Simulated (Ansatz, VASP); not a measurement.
# ZnSe: VASP beside Ansatz, part 2 of 2

One calculation is typed for both programs; each brings its own data sets. How far apart do they land? The cell is taken from a series of runs on this material, whose earlier steps may have relaxed, scaled, displaced or heated it; both programs get it as it stands.

VASP 6.6.1 and Ansatz 0.2.0.

So far. Step 2 (VASP: single point, HSE06): The run ends at a pressure of 0.76 GPa.

## (3) Ansatz: single point, HSE06

Level of this step: Ansatz beside VASP: Kohn-Sham DFT, plane waves, HSE06 (Ansatz).

Ansatz runs on its PAW soft_1 files.

The same cell, functional, mesh and smearing now go to Ansatz.

Contents of input.yaml:

```yaml
crystal:
  lattice:
    - [0.0, 2.8352978263, 2.8352978263]
    - [2.8352978263, 0.0, 2.8352978263]
    - [2.8352978263, 2.8352978263, 0.0]
  atoms:
    - { symbol: Se, position: [0.75, 0.75, 0.75] }
    - { symbol: Zn, position: [0.0, 0.0, 0.0] }
kpoints:
  mp_grid: { grid: [6, 6, 6] }
scf:
  occupations: { method: fermi_dirac, width: 0.02 }
hamiltonian:
  xc: hse06
  pseudopotentials: { kind: paw, azcp: { folder: soft_1 } }
basis:
  ecutwfc: 600
output:
  forces: true
  stress: true
```

On the command line:

```
$ ansatz run input.yaml --threads 8 --pin off --max-ram 18432MiB --backend cpu --events-out ev --progress --plain --runs-dir out
```

Numbers of over 12 decimals in the logs are rounded to 6 here.

Output:

```text
Warning: output.stress: scf.convergence.dr2_threshold = 1e-7 eV (the SCF's general default) is looser than the 2e-10 eV advised for a printed stress (1e-10 eV for each atom of the cell: 2). What an SCF threshold leaves in a stress goes as its square root, and in the free energy as the threshold itself, and one threshold admits the most on a small cell: [figures from the program's tests cut] Set scf.convergence.dr2_threshold to 2e-10 eV or tighter. The threshold is an SCF's pass mark: one that does not reach it within its budget of iterations ends unconverged, or closes short of it on a stop that the run arms, and scf.convergence.dr2_threshold's page says what that costs each kind of run
Warning: output.stress: scf.exx.energy_threshold = 1e-6 eV is looser than the 2e-8 eV advised for a stress under a hybrid functional (1e-8 eV for each atom of the cell: 2). Every SCF of the exchange loop can meet its threshold on dr2 while the loop round them stops early: no threshold on dr2 bounds what that leaves in the stress. Set scf.exx.energy_threshold to 2e-8 eV or tighter. The threshold is the loop's pass mark: a loop that does not reach it within its budget of cycles ends unconverged, and scf.exx.energy_threshold's page has the law
Engine: ansatz 0.2.0, aarch64-unknown-linux-gnu
Pseudopotentials: kind: paw
Pseudopotential: Se, paw, valence charge 16, recommended cutoff 420 eV (normal), soft_1/Se.paw.azcp
Pseudopotential: Zn, paw, valence charge 12, recommended cutoff 420 eV (normal), soft_1/Zn.paw.azcp
Functional definition: HSE06
  parameter a = 0.25
  parameter omega = 0.11/bohr
  exchange = pbe_x - a*pbe_x_sr(omega) + a*exact_x_sr(omega)
  correlation = pbe_c
Crystal: 2 atoms, lattice volume = 45.585 Å³
Basis set: ecut = 600 eV, 1471 PW (Γ), exchange–correlation on 72×72×72 points (8 copies of the dense FFT grid, shifted against one another)
Bands: 18, of which v1, the nominal top of the filled ones, is band 14 counted from 1 (13 counted from 0)
Symmetry: 24 space group operations
Space group: F-43m (ITA 216), of the structure as read, at distance tolerance 3.6e-5 Å
k-points: 16 of 216 (time reversal used)
Non-local potential: Se, projectors of the file, l = 0: 2, l = 1: 2, l = 2: 3, l = 3: 1
Non-local potential: Zn, projectors of the file, l = 0: 2, l = 1: 2, l = 2: 3, l = 3: 1
PAW form: soft (Blöchl's): semilocal exchange-correlation on the pseudo side does not see the compensation charge
PAW frozen core: Se, regenerated for the run's functional, and the local potential with it (the file was generated under x = pbe(κ = 0.804, μ = 0.219515), c = pbe(β = 0.066725))
PAW frozen core: Zn, regenerated for the run's functional, and the local potential with it (the file was generated under x = pbe(κ = 0.804, μ = 0.219515), c = pbe(β = 0.066725))
PAW one-centre angular grid: Se, 590 points (default); XC on 64 Gauss nodes
PAW one-centre angular grid: Zn, 590 points (default); XC on 64 Gauss nodes
Initial density: superposition of atomic densities (chi_scale 0.1, normalization cell, long waves kept (reshape's long-wave potential 0.00 eV rms))
Initial wavefunctions: pseudopotential atomic-orbital guess
Functional: x = pbe(κ = 0.804, μ = 0.219515), c = pbe(β = 0.066725), warm-up for x = pbe(κ = 0.804, μ = 0.219515) + 0.25 (exact − pbe) at short range (hse, ω = 0.207870 Å⁻¹), c = pbe(β = 0.066725); HSE06 as pw.x's `hse` composes it (authors' and Libxc's form: `xc: wpbeh`)
SCF iter   1: F=—  HF=-8789.860691 eV  |F-HF|=—  |Δ(HF+E_count)|=         —  Δρ=6.69e-2  dr2=1.21e0  ethr=1.00e-1  ⟨swp⟩=7.2  Hψ=967  notcnv=0
preconditioner: auto → none  [insulator: Δε(μ)=1.149 eV  Ē_g=12.818 eV  σ=0.020 eV  W_gap=1.00  n_scr=14 (ndim 8)  ℏωp=23.3 eV  f_vac=0.056  D(μ)=0.00/eV (n_scr^D=0)]
SCF iter   2: F=—  HF=-8789.654828 eV  |F-HF|=—  |Δ(HF+E_count)|=   2.06e-1  Δρ=2.86e-2  dr2=2.44e-1  ethr=4.31e-3  ⟨swp⟩=4.2  Hψ=927  notcnv=0
SCF iter   3: F=—  HF=-8789.544146 eV  |F-HF|=—  |Δ(HF+E_count)|=   1.11e-1  Δρ=1.22e-2  dr2=3.68e-2  ethr=8.70e-4  ⟨swp⟩=4.0  Hψ=814  notcnv=0
iter 4 solved again at ethr=6.59e-6 eV; its pass at ethr=1.31e-4 eV (dr2=1.85e-3 eV) is discarded
SCF iter   4: F=—  HF=-8789.539508 eV  |F-HF|=—  |Δ(HF+E_count)|=   4.64e-3  Δρ=2.62e-3  dr2=1.82e-3  ethr=6.59e-6  ⟨swp⟩=4.2  Hψ=1476  notcnv=0
SCF iter   5: F=—  HF=-8789.540274 eV  |F-HF|=—  |Δ(HF+E_count)|=   7.66e-4  Δρ=1.06e-3  dr2=3.78e-4  ethr=6.51e-6  ⟨swp⟩=3.1  Hψ=768  notcnv=0
SCF iter   6: F=-8789.540348 eV  HF=-8789.540351 eV  |F-HF|=3.42e-6  |Δ(HF+E_count)|=   7.75e-5  Δρ=1.35e-4  dr2=4.79e-6  ethr=1.35e-6  ⟨swp⟩=3.1  Hψ=678  notcnv=0
SCF 1 stopped early in 6 iterations: F = -8789.540348 eV  dr2 = 4.79e-6
  greatest PAW one-centre occupation: 1.000 electrons in one spin orbital (limit 2), on the Se atom at site 0 (counted from 0), in its partial waves of l = 2
Initial density: handed on by an earlier stage of this run
Initial wavefunctions: those handed on with the density
Functional: x = pbe(κ = 0.804, μ = 0.219515) + 0.25 (exact − pbe) at short range (hse, ω = 0.207870 Å⁻¹), c = pbe(β = 0.066725); HSE06 as pw.x's `hse` composes it (authors' and Libxc's form: `xc: wpbeh`)
Exchange kernel: α = 0.2500, screened, ω = 0.2079 Å⁻¹, Wigner–Seitz truncation, v(0) = 1046.6443 eV·Å³, q-mesh 6×6×6, nearest image of the exchange supercell L = 24.06 Å, pair-density grid 18×18×18, without the augmentation charges, whose exchange is taken in its separable form by FFT convolution over the k-point mesh (sized by the pseudopotential files, 27×27×27 at the most), smooth part of the exact exchange by density-matrix convolution
Frozen-core exchange: fock
SCF iter   1: F=—  HF=-8791.223855 eV  |F-HF|=—  |Δ(HF+E_count)|=         —  Δρ=2.15e-2  dr2=1.06e-1  ethr=1.71e-7  ⟨swp⟩=9.8  Hψ=1673  notcnv=0
preconditioner: auto → none  [insulator: Δε(μ)=2.351 eV  Ē_g=14.452 eV  σ=0.020 eV  W_gap=1.00  n_scr=14 (ndim 8)  ℏωp=23.3 eV  f_vac=0.116  D(μ)=0.00/eV (n_scr^D=0)]
SCF iter   2: F=—  HF=-8791.188548 eV  |F-HF|=—  |Δ(HF+E_count)|=   3.53e-2  Δρ=4.90e-3  dr2=6.33e-3  ethr=1.71e-7  ⟨swp⟩=5.1  Hψ=1244  notcnv=0
SCF iter   3: F=—  HF=-8791.200311 eV  |F-HF|=—  |Δ(HF+E_count)|=   1.18e-2  Δρ=4.06e-3  dr2=3.36e-3  ethr=1.71e-7  ⟨swp⟩=5.0  Hψ=1252  notcnv=0
SCF iter   4: F=—  HF=-8791.199777 eV  |F-HF|=—  |Δ(HF+E_count)|=   5.35e-4  Δρ=9.24e-4  dr2=2.05e-4  ethr=1.71e-7  ⟨swp⟩=5.0  Hψ=1005  notcnv=0
SCF iter   5: F=—  HF=-8791.200054 eV  |F-HF|=—  |Δ(HF+E_count)|=   2.77e-4  Δρ=1.90e-4  dr2=3.89e-5  ethr=1.71e-7  ⟨swp⟩=4.1  Hψ=717  notcnv=0
SCF iter   6: F=-8791.200045 eV  HF=-8791.200046 eV  |F-HF|=9.51e-7  |Δ(HF+E_count)|=   7.84e-6  Δρ=5.31e-5  dr2=1.45e-6  ethr=8.36e-8  ⟨swp⟩=3.4  Hψ=582  notcnv=0
SCF 2 stopped early in 6 iterations: F = -8791.200045 eV  dr2 = 1.45e-6
hybrid outer 1: dexx = +1.260e-2 eV, tail = 6.33e-5 eV
Exchange kernel: α = 0.2500, screened, ω = 0.2079 Å⁻¹, Wigner–Seitz truncation, v(0) = 1046.6443 eV·Å³, q-mesh 6×6×6, nearest image of the exchange supercell L = 24.06 Å, pair-density grid 18×18×18, without the augmentation charges, whose exchange is taken in its separable form by FFT convolution over the k-point mesh (sized by the pseudopotential files, 27×27×27 at the most), smooth part of the exact exchange by density-matrix convolution
Frozen-core exchange: fock
SCF iter   1: F=—  HF=-8791.199632 eV  |F-HF|=—  |Δ(HF+E_count)|=         —  Δρ=1.43e-4  dr2=5.09e-6  ethr=1.13e-6  ⟨swp⟩=3.8  Hψ=652  notcnv=0
preconditioner: auto → none  [insulator: Δε(μ)=2.407 eV  Ē_g=14.181 eV  σ=0.020 eV  W_gap=1.00  n_scr=14 (ndim 8)  ℏωp=23.3 eV  f_vac=0.121  D(μ)=0.00/eV (n_scr^D=0)]
SCF iter   2: F=—  HF=-8791.199633 eV  |F-HF|=—  |Δ(HF+E_count)|=   5.54e-7  Δρ=3.25e-5  dr2=3.77e-7  ethr=1.57e-8  ⟨swp⟩=4.0  Hψ=939  notcnv=0
SCF iter   3: F=—  HF=-8791.199634 eV  |F-HF|=—  |Δ(HF+E_count)|=   7.68e-7  Δρ=1.99e-5  dr2=1.16e-7  ethr=9.27e-10  ⟨swp⟩=4.6  Hψ=690  notcnv=0
SCF iter   4: F=-8791.199634 eV  HF=-8791.199634 eV  |F-HF|=2.83e-9  |Δ(HF+E_count)|=   3.70e-8  Δρ=5.86e-6  dr2=7.52e-9  ethr=3.74e-10  ⟨swp⟩=3.0  Hψ=612  notcnv=0
SCF 3 converged in 4 iterations: F = -8791.199634 eV  dr2 = 7.52e-9
  Residual-converged pass: ⟨swp⟩=4.0  Hψ=799  notcnv=0  max |occ|·‖R‖ = 2.4e-6 eV (tolerance 2.4e-6 eV)  dr2=7.98e-9  dr2_onsite=4.47e-9  max |Δocc| = 0.0e0
hybrid outer 2: dexx = +8.899e-7 eV, tail = 5.09e-8 eV, Δε = 6.46e-3 eV (about 2.81e-4 eV left of the loop's levels)
hybrid SCF converged: 2 outer / 10 inner (+6 warm-up), last move |dexx| = 8.90e-7 eV, tail = 5.09e-8 eV
Stability not checked: this state was not tested for a lower state beside it, because the functional holds exact exchange (a hybrid, or Hartree-Fock), whose exchange loop this test does not read (fock_operator; see scf.lower_state_search)
Free energy (F): -8791.199634 eV
Frozen-core exchange: fock
Harris-Foulkes:  -8791.199634 eV  (|F-HF|=2.83e-9)
Internal energy: -8791.199634 eV  (E = F + TS)
E sigma→0 (E₀):  -8791.199634 eV
Fermi energy:    7.088999 eV
--- Per-component energies (eV) ---
  E_band       = -462.474235
  E_kinetic    = 256.234724
  E_local      = -4854.896173  (includes V_loc(G=0)·N_el)
  E_nonlocal   = 473.167217
  E_hartree    = 2250.155443
  E_xc         = -131.476710
  E_vxc        = -113.311183  (∫ρ·V_xc dr)
  E_exx        = -110.165868  (= α·E_x^exact, valence–valence)
  E_paw        = -3954.282557  (= ΣΔE_a)
  E_vpaw       = -503.645861  (= ΣTr[D̂ρ^β])
  E_aug_tail   = 0.000010  (compensation charges beyond the density's cutoff)
  E_ewald      = -2719.505430
  E_core_change = -0.430302  (= ΣΔE_core)
  E_smearing   = -0.000000  (= −TS)
  E_closure    = 0.000012  (closes the sum)
  Σ components = -8791.199634   (vs F -8791.199634, Δ=1.82e-12)
--- Forces (eV/Å), atoms counted from 1 ---
  atom   1  Se     0.00000000    -0.00000000     0.00000000
  atom   2  Zn    -0.00000000     0.00000000    -0.00000000
  max |Σ_I F_I| component: 2.10e-16 eV/Å
--- Stress (GPa, compression-positive) ---
        1.025306       0.000000      -0.000000
        0.000000       1.025306       0.000000
       -0.000000       0.000000       1.025306
  P = ⅓ Tr σ = 1.0253 GPa (10.253 kbar)
--- Band table (eV; the first three rows and the last of 16) ---
  k-point 0: bands = [... 10 lower, -2.0526, 5.8743, 5.8743, 5.8743, 8.2818]
  k-point 1: bands = [... 10 lower, -2.0542, 3.9312, 5.6113, 5.6113, 9.5242]
  k-point 2: bands = [... 10 lower, -2.0483, 1.5177, 5.1611, 5.1611, 9.6734]
  k-point 15: bands = [... 10 lower, -1.7371, 0.8980, 3.0527, 3.2111, 11.2759]
  guard bands above this table: 3 of the run's 18 bands. The solve was not asked for them (output.publish_guard_bands: true or output.eigenvalues: true publishes all)
```

Reading the cycles: dr2 is the Hartree energy of the density residual (eV), the measure of convergence; HF is the Harris–Foulkes estimate of the energy, which meets the free energy F at convergence.

The run ends at a pressure of 1.03 GPa.

## (4) Differences

Known differences besides the potentials themselves: exact exchange at q = 0 is treated differently, which shows on coarse meshes; VASP keeps PBE cores, Ansatz makes them for the functional; the data sets hold 28 valence electrons in Ansatz (on its PAW soft_1 files) and 18 in VASP; the cutoff is 600 eV in Ansatz and 400 eV in VASP; VASP takes a coarser grid for exact exchange (PRECFOCK = Fast). Total energies have different zeros and are not compared.

The two programs side by side:

```csv
quantity,Ansatz,VASP,difference
pressure (GPa),1.03,0.76,+0.27
gap on the k mesh (eV),2.407,2.396,+0.011
```

A gap on the mesh is an upper bound, since the band edges may lie between its points.

## (5) Summary of results

| Property | Result |
| --- | --- |
| difference in gap on the k mesh (single point, HSE06) | 0.011 eV |

What this shows: The difference in gap on the k mesh is 0.011 eV (single point, HSE06), within the 0.08 eV picked in this series as the mark of a large difference. The data sets hold unlike numbers of valence electrons (28 in Ansatz and 18 in VASP), so part of the differences comes from the potentials. How closely two codes agree says nothing of how well the functional describes the real material.

[Lines on the potential files, build, host, timing and source positions are cut from VASP's logs without a mark.]

[Logs are printed without paths, hosts, clocks, repeated set-up lines and the standing remarks that a program may print on its own settings, such as how far it seeks lower states.]

[Hosts, paths, dates, database ids (printed as entryN), source tags and the programs' standing remarks are cut or masked in the printed files.]
